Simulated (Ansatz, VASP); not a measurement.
**C (Diamond) in two plane-wave programs**

Wanted: the spread between two codes on one cell, functional and k mesh. The cell is taken from a series of runs on this material, whose earlier steps may have relaxed, scaled, displaced or heated it; both programs get it as it stands.

Main program and level: Ansatz 0.2.0; plane waves, with VASP 6.6.1 beside it; zone-centre phonons at PBE.

**1. The structure**

The structure is cubic, space group Fd-3m (No. 227). The conventional cell has a = 3.572 Å, b = 3.572 Å, c = 3.572 Å, α = 90.00°, β = 90.00°, γ = 90.00°. Nearest to C lie 4 C at 1.55 Å.

Coordinates:

```xyz
2
Lattice="0.0000 1.7858 1.7858 1.7858 0.0000 1.7858 1.7858 1.7858 0.0000" Properties=species:S:1:pos:R:3 pbc="T T T"
C     0.0000    0.0000    0.0000
C     0.8929    0.8929    0.8929
```

**2. VASP: zone-centre phonons, PBE**

Second derivatives magnify differences that forces hide, and they need a tight electronic threshold.

Lines of VASP's logs that name or quote its potential files are left out, and so is its time.

Contents of INCAR:

```
SYSTEM = C
PREC = Accurate
ENCUT = 600
EDIFF = 1E-08
NELM = 120
ISMEAR = 0
SIGMA = 0.01
LREAL = .FALSE.
ALGO = Normal
GGA = PE
NBANDS = 10
LORBIT = 11
LWAVE = .FALSE.
LCHARG = .FALSE.
ISIF = 2
IBRION = 8
LASPH = .TRUE.
GGA_COMPAT = .FALSE.
EFERMI = MIDGAP
```

Contents of POSCAR:

```
C
1.0
    0.0000000000      1.7857733055      1.7857733055
    1.7857733055      0.0000000000      1.7857733055
    1.7857733055      1.7857733055      0.0000000000
C
2
Direct
    0.0000000000      0.0000000000      0.0000000000
    0.2500000000      0.2500000000      0.2500000000
```

Contents of KPOINTS:

```
Automatic mesh
0
Gamma
10 10 10
0 0 0
```

The projector-augmented-wave data sets are C (PBE family, release 64).

The run is started by

```console
mpirun -np 1 vasp_std
```

Numbers of over 12 decimals in the logs are rounded to 6 here.

The log of the run:

```text
[banner, memory and clock lines left out]
running    1 mpi-ranks, on    1 nodes
 distrk:  each k-point on    1 cores,    1 groups
 distr:  one band on    1 cores,    1 groups

 POSCAR found type information on POSCAR C
 POSCAR found :  1 types and       2 ions
 LDA part: xc-table for (Slater+PW92), standard interpolation
 POSCAR, INCAR and KPOINTS ok, starting setup
 FFT: planning ... GRIDC
 FFT: planning ... GRID_SOFT
 FFT: planning ... GRID
 WAVECAR not read
 entering main loop
       N       E                     dE             d eps       ncg     rms          rms(c)
DAV:   1     0.262694690950E+01    0.26269E+01   -0.52677E+03   948   0.887E+02
DAV:   2    -0.183818135215E+02   -0.21009E+02   -0.20252E+02  1232   0.134E+02
DAV:   3    -0.188193724810E+02   -0.43756E+00   -0.43613E+00  1100   0.160E+01
DAV:   4    -0.188202874953E+02   -0.91501E-03   -0.91497E-03  1044   0.851E-01
DAV:   5    -0.188202886705E+02   -0.11752E-05   -0.11751E-05  1058   0.307E-02    0.550E+00
DAV:   6    -0.183477152691E+02    0.47257E+00   -0.26328E-01   976   0.385E+00    0.328E+00
DAV:   7    -0.181886346684E+02    0.15908E+00   -0.31871E-01  1030   0.429E+00    0.744E-01
DAV:   8    -0.181903868187E+02   -0.17522E-02   -0.79406E-03   974   0.715E-01    0.436E-02
DAV:   9    -0.181904202346E+02   -0.33416E-04   -0.68280E-05  1128   0.706E-02    0.233E-02
DAV:  10    -0.181904398132E+02   -0.19579E-04   -0.15779E-05   984   0.382E-02    0.491E-03
DAV:  11    -0.181904398536E+02   -0.40407E-07   -0.20355E-07  1204   0.443E-03    0.635E-04
DAV:  12    -0.181904398138E+02    0.39842E-07   -0.19405E-08  1034   0.150E-03    0.203E-04
DAV:  13    -0.181904398092E+02    0.45519E-08   -0.52708E-10   554   0.209E-04
   1 F= -.18190440E+02 E0= -.18190440E+02  d E =0.000000E+00
 Linear response reoptimize wavefunctions to high precision
DAV:   1    -0.181904398114E+02   -0.21643E-08   -0.31428E-11   624   0.615E-05
DAV:   2    -0.181904398114E+02   -0.72191E-11   -0.78096E-13   494   0.114E-05
 Linear response DOF=           1
 Linear response progress:
  Degree of freedom:   1/  1
       N       E                     dE             d eps       ncg     rms          rms(c)
RMM:   1    -0.120068125962E+00   -0.12007E+00   -0.16226E-02  8118   0.205E+00
RMM:   2    -0.111088775829E+00    0.89794E-02   -0.38446E-03  5210   0.392E-01    0.175E-01
RMM:   3    -0.111174935483E+00   -0.86160E-04   -0.38383E-04  5149   0.100E-01    0.974E-02
RMM:   4    -0.111938252197E+00   -0.76332E-03   -0.38586E-04  5073   0.106E-01    0.137E-02
RMM:   5    -0.111863975352E+00    0.74277E-04   -0.34730E-05  5534   0.152E-02    0.103E-03
RMM:   6    -0.111858843367E+00    0.51320E-05   -0.33846E-06  5564   0.987E-04    0.535E-04
RMM:   7    -0.111854880669E+00    0.39627E-05   -0.92432E-07  5625   0.562E-04    0.709E-05
RMM:   8    -0.111854808934E+00    0.71735E-07   -0.69023E-08  5751   0.819E-05    0.149E-05
RMM:   9    -0.111854624361E+00    0.18457E-06   -0.33822E-08  5876   0.232E-05    0.369E-06
RMM:  10    -0.111854635581E+00   -0.11220E-07   -0.69877E-08  5236   0.720E-06    0.292E-07
RMM:  11    -0.111854638301E+00   -0.27198E-08   -0.88598E-08  3932   0.286E-06    0.811E-08
 first order change of Fermi-energy  -0.50967E+01
 force on displaced ion       1 direction 1 : -36.961  -0.000  -0.000
 Linear response finished
```

From OUTCAR (step 2):

```text
ion  position               nearest neighbor table
   1  0.000  0.000  0.000-   2 1.55   2 1.55   2 1.55   2 1.55
   2  0.250  0.250  0.250-   1 1.55   1 1.55   1 1.55   1 1.55

  LATTYP: Found a face centered cubic cell.
 ALAT       =     3.5715466110

 Subroutine GETGRP returns: Found 48 space group operations
 (whereof 24 operations were pure point group operations)

The static configuration has the point symmetry T_d .
 The point group associated with its full space group is O_h .

 Found     47 irreducible k-points:

   k-points           NKPTS =     47   k-points in BZ     NKDIM =     47   number of bands    NBANDS=     10

   dimension x,y,z NGX =    20 NGY =   20 NGZ =   20
   dimension x,y,z NGXF=    40 NGYF=   40 NGZF=   40

   ENCUT  =  600.0 eV  44.10 Ry    6.64 a.u.   5.04  5.04  5.04*2*pi/ulx,y,z

   NELECT =       8.0000    total number of electrons

 k-points in reciprocal lattice and weights: Automatic mesh
   0.00000000  0.00000000  0.00000000       0.001
   0.10000000  0.00000000  0.00000000       0.008
   0.20000000  0.00000000  0.00000000       0.008
   0.30000000  0.00000000  0.00000000       0.008
   0.40000000  0.00000000  0.00000000       0.008
   0.50000000  0.00000000  0.00000000       0.004
   0.10000000  0.10000000  0.00000000       0.006
   0.20000000  0.10000000  0.00000000       0.024
   0.30000000  0.10000000  0.00000000       0.024
[...]
-0.30000000  0.40000000  0.20000000       0.024
  -0.30000000  0.50000000  0.20000000       0.012

 average (electrostatic) potential at core
       1 -45.4451       2 -45.4451

  Total        0.0005551      0.0005551      0.0005551     -0.0000000      0.0000000     -0.0000000
  in kB        0.0780840      0.0780840      0.0780840     -0.0000000      0.0000000     -0.0000000
  external PRESSURE =       0.0780840 kB  Pullay stress =       0.0000000 kB

  energy-cutoff  :      600.00
  volume of cell :       11.39
      direct lattice vectors                 reciprocal lattice vectors
     0.000000000  1.785773306  1.785773306    -0.279990746  0.279990746  0.279990746
     1.785773306  0.000000000  1.785773306     0.279990746 -0.279990746  0.279990746
     1.785773306  1.785773306  0.000000000     0.279990746  0.279990746 -0.279990746

 POSITION                                       TOTAL-FORCE (eV/Angst)
 -----------------------------------------------------------------------------------
      0.00000      0.00000      0.00000        -0.000000     -0.000000     -0.000000
      0.89289      0.89289      0.89289         0.000000      0.000000      0.000000
 -----------------------------------------------------------------------------------
    total drift:                                0.000000      0.000000      0.000000

 Eigenvectors and eigenvalues of the dynamical matrix
 ----------------------------------------------------

   1 f  =   38.783625 THz   243.684703 2PiTHz 1293.682477 cm-1   160.396113 meV
             X         Y         Z           dx          dy          dz
      0.000000  0.000000  0.000000     0.000000   -0.707107    0.000000
      0.892887  0.892887  0.892887     0.000000    0.707107    0.000000

   2 f  =   38.783625 THz   243.684703 2PiTHz 1293.682477 cm-1   160.396113 meV
             X         Y         Z           dx          dy          dz
      0.000000  0.000000  0.000000    -0.707107    0.000000    0.000000
      0.892887  0.892887  0.892887     0.707107    0.000000    0.000000

   3 f  =   38.783625 THz   243.684703 2PiTHz 1293.682477 cm-1   160.396113 meV
             X         Y         Z           dx          dy          dz
      0.000000  0.000000  0.000000     0.000000    0.000000   -0.707107
      0.892887  0.892887  0.892887     0.000000    0.000000    0.707107

   4 f  =    0.000000 THz     0.000000 2PiTHz    0.000000 cm-1     0.000000 meV
             X         Y         Z           dx          dy          dz
      0.000000  0.000000  0.000000     0.707107    0.000000    0.000000
      0.892887  0.892887  0.892887     0.707107    0.000000    0.000000

   5 f  =    0.000000 THz     0.000000 2PiTHz    0.000000 cm-1     0.000000 meV
             X         Y         Z           dx          dy          dz
      0.000000  0.000000  0.000000     0.000000    0.707107    0.000000
      0.892887  0.892887  0.892887     0.000000    0.707107    0.000000

   6 f  =    0.000000 THz     0.000000 2PiTHz    0.000000 cm-1     0.000000 meV
             X         Y         Z           dx          dy          dz
      0.000000  0.000000  0.000000     0.000000    0.000000    0.707107
      0.892887  0.892887  0.892887     0.000000    0.000000    0.707107

 ELASTIC MODULI CONTR FROM IONIC RELAXATION (kBar)
 Direction    XX          YY          ZZ          XY          YZ          ZX
 --------------------------------------------------------------------------------
 XX          -0.0000     -0.0000      0.0000      0.0000     -0.0000      0.0000
 YY          -0.0000     -0.0000     -0.0000      0.0000      0.0000      0.0000
 ZZ           0.0000     -0.0000     -0.0000     -0.0000      0.0000      0.0000
 XY           0.0000      0.0000     -0.0000    -29.0848      0.0000      0.0000
 YZ          -0.0000      0.0000      0.0000      0.0000    -29.0848      0.0000
 ZX           0.0000      0.0000      0.0000      0.0000      0.0000    -29.0848
 --------------------------------------------------------------------------------
```

**3. Ansatz: zone-centre phonons, PBE**

Ansatz runs on its default PAW (the set named soft_2) files.

The same cell, functional and mesh now go to Ansatz, which takes its cutoff from its data sets.

Contents of input.yaml:

```yaml
crystal:
  lattice:
    - [0.0, 1.7857733055, 1.7857733055]
    - [1.7857733055, 0.0, 1.7857733055]
    - [1.7857733055, 1.7857733055, 0.0]
  atoms:
    - { symbol: C, position: [0.0, 0.0, 0.0] }
    - { symbol: C, position: [0.25, 0.25, 0.25] }
kpoints:
  mp_grid: { grid: [10, 10, 10] }
hamiltonian:
  xc: pbe
scf:
  occupations: { method: fixed }
output:
  eigenvalues: true
phonons:
  method: fd
  supercell: [1, 1, 1]
  amplitude: 0.01
```

The run is started by

```console
ansatz run input.yaml --threads 4 --pin off --max-ram 8192MiB --backend cpu --events-out ev --progress --plain --runs-dir out
```

The log of the run:

```text
Engine: ansatz 0.2.0, x86_64-unknown-linux-gnu
Pseudopotentials: kind: paw
Pseudopotential: C, paw, valence charge 4, recommended cutoff 420 eV (normal), C.paw.azcp
Functional definition: PBE
  parameter kappa = 0.804
  parameter beta = 0.066725
  exchange = pbe_x(kappa = kappa, mu = beta*pi^2/3)
  correlation = pbe_c(beta = beta)
Crystal: 2 atoms, lattice volume = 11.390 Å³
Basis set: ecut = 420 eV, 229 PW (Γ), exchange–correlation on 36×36×36 points (8 copies of the dense FFT grid, shifted against one another)
Bands: 8, of which v1, the nominal top of the filled ones, is band 4 counted from 1 (3 counted from 0)
Symmetry: 48 space group operations
k-points: 47 of 1000
Non-local potential: C, projectors of the file, l = 0: 2, l = 1: 2, l = 2: 1
PAW form: soft (Blöchl's): semilocal exchange-correlation on the pseudo side does not see the compensation charge
PAW one-centre angular grid: C, 110 points (default); XC on 64 Gauss nodes
Initial density: superposition of atomic densities (neutral atoms: chi_scale 0, normalization atom), corrected by the library's trained network
Initial wavefunctions: pseudopotential atomic-orbital guess
Functional: x = pbe(κ = 0.804, μ = 0.219515), c = pbe(β = 0.066725)
SCF iter   1: F=—  HF=-501.615509 eV  |F-HF|=—  |Δ(HF+E_count)|=         —  Δρ=1.81e-3  dr2=1.13e-4  ethr=1.77e-3  ⟨swp⟩=3.9  Hψ=2238  notcnv=0  defer=69
preconditioner: auto → none  [insulator: Δε(μ)=4.179 eV  Ē_g=19.572 eV  n_scr=0 (ndim 8)  ℏωp=31.1 eV  f_vac=0.000  ε∞_Penn≈3.5]
SCF iter   2: F=—  HF=-501.615563 eV  |F-HF|=—  |Δ(HF+E_count)|=   5.38e-5  Δρ=8.84e-4  dr2=2.32e-5  ethr=1.42e-6  ⟨swp⟩=2.3  Hψ=938  notcnv=0  defer=83
SCF iter   3: F=—  HF=-501.615615 eV  |F-HF|=—  |Δ(HF+E_count)|=   5.17e-5  Δρ=9.16e-5  dr2=5.52e-7  ethr=2.90e-7  ⟨swp⟩=2.2  Hψ=602  notcnv=0  defer=67
SCF iter   4: F=—  HF=-501.615613 eV  |F-HF|=—  |Δ(HF+E_count)|=   1.39e-6  Δρ=2.91e-5  dr2=5.74e-8  ethr=6.90e-9  ⟨swp⟩=2.0  Hψ=563  notcnv=0
SCF iter   5: F=—  HF=-501.615613 eV  |F-HF|=—  |Δ(HF+E_count)|=   5.72e-9  Δρ=7.55e-6  dr2=4.04e-9  ethr=7.17e-10  ⟨swp⟩=2.0  Hψ=562  notcnv=0
SCF iter   6: F=-501.615613 eV  HF=-501.615613 eV  |F-HF|=2.88e-11  |Δ(HF+E_count)|=  8.06e-10  Δρ=1.00e-6  dr2=7.53e-11  ethr=1.25e-11  ⟨swp⟩=5.5  Hψ=1722  notcnv=0
SCF 1 converged in 6 iterations: F = -501.615613 eV  dr2 = 7.53e-11
  greatest PAW one-centre occupation: 0.643 electrons in one spin orbital (limit 2), on the C atom at site 1 (counted from 0), in its partial waves of l = 0
Symmetry: 4 space group operations
k-points: 171 of 1000 (time reversal used)
Initial density: handed on by an earlier stage of this run
Initial wavefunctions: those handed on with the density
iter 1 solved again at ethr=4.87e-6 eV; its pass at ethr=3.10e-3 eV (dr2=3.90e-4 eV) is discarded
SCF iter   1: F=—  HF=-501.613899 eV  |F-HF|=—  |Δ(HF+E_count)|=         —  Δρ=2.65e-3  dr2=3.88e-4  ethr=4.87e-6  ⟨swp⟩=1.7  Hψ=10128  notcnv=0  defer=304
preconditioner: auto → none  [insulator: Δε(μ)=4.006 eV  Ē_g=19.571 eV  n_scr=0 (ndim 8)  ℏωp=31.1 eV  f_vac=0.000  ε∞_Penn≈3.5]
SCF iter   2: F=—  HF=-501.613783 eV  |F-HF|=—  |Δ(HF+E_count)|=   1.16e-4  Δρ=1.10e-3  dr2=5.15e-5  ethr=4.85e-6  ⟨swp⟩=1.4  Hψ=1468  notcnv=0  defer=254
SCF iter   3: F=—  HF=-501.613775 eV  |F-HF|=—  |Δ(HF+E_count)|=   8.37e-6  Δρ=1.48e-4  dr2=6.34e-7  ethr=6.43e-7  ⟨swp⟩=2.0  Hψ=1897  notcnv=0
SCF iter   4: F=—  HF=-501.613776 eV  |F-HF|=—  |Δ(HF+E_count)|=   9.39e-7  Δρ=2.50e-5  dr2=5.76e-8  ethr=7.92e-9  ⟨swp⟩=1.1  Hψ=1432  notcnv=0
SCF iter   5: F=—  HF=-501.613776 eV  |F-HF|=—  |Δ(HF+E_count)|=   1.60e-8  Δρ=5.44e-6  dr2=1.48e-9  ethr=7.20e-10  ⟨swp⟩=2.6  Hψ=2033  notcnv=0
SCF iter   6: F=-501.613776 eV  HF=-501.613776 eV  |F-HF|=1.01e-11  |Δ(HF+E_count)|=  1.93e-10  Δρ=1.07e-6  dr2=3.26e-11  ethr=1.25e-12  ⟨swp⟩=4.6  Hψ=4251  notcnv=0
SCF 2 converged in 6 iterations: F = -501.613776 eV  dr2 = 3.26e-11
  greatest PAW one-centre occupation: 0.643 electrons in one spin orbital (limit 2), on the C atom at site 0 (counted from 0), in its partial waves of l = 0
SCF converged after 6 iterations
Free energy (F): -501.615613 eV
Harris-Foulkes:  -501.615613 eV  (|F-HF|=2.88e-11)
Internal energy: -501.615613 eV  (E = F + TS)
E sigma→0 (E₀):  -501.615613 eV
Fermi energy:    13.243893 eV
--- Per-component energies (eV) ---
  E_band       = 34.323179
  E_kinetic    = 184.258888
  E_local      = -122.695268  (includes V_loc(G=0)·N_el)
  E_nonlocal   = 53.266847
  E_hartree    = 26.825278
  E_xc         = -97.359216
  E_vxc        = -120.862255  (∫ρ·V_xc dr)
  E_paw        = -198.419085  (= ΣΔE_a)
  E_vpaw       = -13.295535  (= ΣTr[D̂ρ^β])
  E_aug_tail   = 0.000018  (compensation charges beyond the density's cutoff)
  E_ewald      = -347.493075
  E_smearing   = -0.000000  (= −TS)
  E_closure    = -0.000000  (closes the sum)
  Σ components = -501.615613   (vs F -501.615613, Δ=0.00e0)
--- Forces (eV/Å), atoms counted from 1 ---
  atom   1  C      0.00000000     0.00000000     0.00000000
  atom   2  C      0.00000000     0.00000000     0.00000000
  max |Σ_I F_I| component: 1.25e-16 eV/Å
--- Band table (eV; the first three rows and the last of 47) ---
  k-point 0: bands = ["-8.1811", "13.2439", "13.2439", "13.2439", "18.8265", "18.8265", "18.8265", "26.4298"]
  k-point 1: bands = ["-7.9052", "11.5718", "12.7988", "12.7988", "19.4103", "19.4103", "19.7629", "26.6736"]
  k-point 2: bands = ["-7.0825", "8.3752", "11.9231", "11.9231", "20.5359", "20.5359", "20.9499", "27.3528"]
  k-point 46: bands = ["1.1894", "1.1894", "5.1497", "5.1497", "22.5995", "22.5995", "26.6757", "26.6757"]
--- Phonons: 1 displaced member + reference (amplitude 0.01 Å, Σ member SCF iterations 6) ---
  symmetry images taken by strict's conditions (phonons.symmetry_images: auto; settled by no image being taken that strict refuses)
  ASR residual: 1.262e-4 → 0.000e0 eV/Å²; symmetrization residual: 2.842e-14 eV/Å²
  largest component of a force at the reference: 7.9e-17 eV/Å
  ASR residual per site (eV/Å²): 1.26e-4 1.26e-4
  Γ frequencies (cm⁻¹): 0.00 0.00 0.00 1289.84 1289.84 1289.84
  density of states and harmonic sums: on the 30×30×30 q-mesh, interpolated from the force constants of a 1×1×1 supercell (no non-analytic term)
  largest difference from the sums on the solved wave vectors: F 8.64e-2 eV, S 3.25e-4 and C_V 2.55e-4 eV/K
  zero-point energy: 0.326281 eV/cell   skipped modes (ω ≤ 0): 3   left out of the sums: 1.85e-5 of the cell's modes: C_V's classical limit lies that fraction below 3 k_B per atom; for a crystal, a wire or a layer, F and S can be off by more, and a phonons.interpolated_qmesh denser along its periods is the remedy for the sampling
```

Reading the cycles: dr2 is the Hartree energy of the density residual (eV), the measure of convergence; HF is the Harris–Foulkes estimate of the energy, which meets the free energy F at convergence.

**4. Comparison**

Known differences besides the potentials themselves: fixed occupations in Ansatz, narrow Gaussian smearing in VASP; the cutoff is 420 eV in Ansatz and 600 eV in VASP. Total energies have different zeros and are not compared.

Both answers:

| quantity | Ansatz | VASP | difference |
| --- | --- | --- | --- |
| optical mode 1 to 3 (cm⁻¹) | 1289.8 | 1293.7 | -0.30 % |

Modes are paired by rising frequency, not by their patterns, so a pair may set unlike modes beside each other; they are those without the splitting of longitudinal modes.

**5. Results**

* r.m.s. difference of the optical zone-centre modes, each program's sorted by frequency (zone-centre phonons, PBE): 3.8 cm⁻¹

The r.m.s. difference of the optical zone-centre modes, each program's sorted by frequency is 3.8 cm⁻¹ (zone-centre phonons, PBE). Such differences can come from data sets, numerical settings and the points named under the comparisons, not from the functional's error against experiment.

[Lines on the potential files, build, host, timing and source positions are cut from VASP's logs without a mark.]

[Logs are printed without paths, hosts, clocks, repeated set-up lines and the standing remarks that a program may print on its own settings, such as how far it seeks lower states.]

[Hosts, paths, dates, database ids (printed as entryN), source tags and the programs' standing remarks are cut or masked in the printed files.]
